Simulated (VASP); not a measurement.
An input for Quantum ESPRESSO's pw.x (written as the equivalent of a VASP run, and not itself run):

```
&CONTROL
  calculation = 'vc-relax'
  pseudo_dir = './pseudo'
  outdir = './out'
  tprnfor = .true.
  tstress = .true.
  nstep = 40
  forc_conv_thr = 0.00039
/
&SYSTEM
  ibrav = 0
  nat = 3
  ntyp = 2
  ecutwfc = 84
  occupations = 'smearing'
  smearing = 'gaussian'
  degauss = 0.003675
  input_dft = 'pbe'
/
&ELECTRONS
  conv_thr = 7.3e-09
  electron_maxstep = 100
/
&IONS
/
&CELL
  press = 10
/
ATOMIC_SPECIES
  Pt 195.084 Pt.upf
  S 32.060 S.upf
CELL_PARAMETERS angstrom
     1.7866999   -3.0946550    0.0000000
     1.7866999    3.0946550    0.0000000
     0.0000000    0.0000000    6.1396524
ATOMIC_POSITIONS crystal
  Pt   0.0000000  0.0000000  0.0000000
  S    0.3333330  0.6666670  0.1995897
  S    0.6666670  0.3333330  0.8004103
K_POINTS automatic
  8 8 4 0 0 0
```

Question: Translate this input to VASP (INCAR, KPOINTS, POSCAR, choice of POTCAR).

Answer: This is not unique; one that fits is 
KPOINTS:
```
kpoints
0
Gamma
  8 8 4
0 0 0
```

**INCAR**
```
# general
SYSTEM =PtS2
PREC   =Accurate
ENCUT  =480   # plane-wave cut-off (eV)
LREAL  =.False.   # projection in real space or not
LASPH  =.True.   # aspherical one-centre terms

# electronic loop
EDIFF  =1E-7   # SCF stop (eV)
NELM   =100   # most electronic steps
ALGO   =Normal   # blocked Davidson
LMAXMIX=6   # l cut-off of mixed one-centre charges

# smearing
ISMEAR =0
SIGMA  =0.05   # width (eV)

# functional
GGA    =PE   # PBE

# ions
IBRION =2
NSW    =40   # most ionic steps
ISIF   =3   # ions, shape and volume
EDIFFG =-0.01   # ionic stop
PSTRESS=10   # kbar

# output
LWAVE  =.False.
LCHARG =.False.
```

**POSCAR**
```
PtS2
1
    1.7866998760    -3.0946550357     0.0000000000
    1.7866998760     3.0946550357     0.0000000000
    0.0000000000     0.0000000000     6.1396524263
Pt S
1 2
Direct
  0.0000000000   0.0000000000   0.0000000000
  0.3333330000   0.6666670000   0.1995896725
  0.6666670000   0.3333330000   0.8004103275
```

POTCAR, in this order: Pt S (PBE.64 set). Program: vasp_std.

Limits of the translation: the potentials are each code's own (VASP's PAW set, PseudoDojo norm-conserving files in pw.x), so ENCUT and ecutwfc are chosen apart and not converted; conv_thr bounds pw.x's estimated SCF error, while EDIFF bounds the energy change between steps; forc_conv_thr acts on force components and is met together with etot_conv_thr.

The compound is PtS2 in the 1T layered structure. This run relaxes it under an external pressure of 1 GPa. Symmetry was kept, so distortions that lower it aren't found.
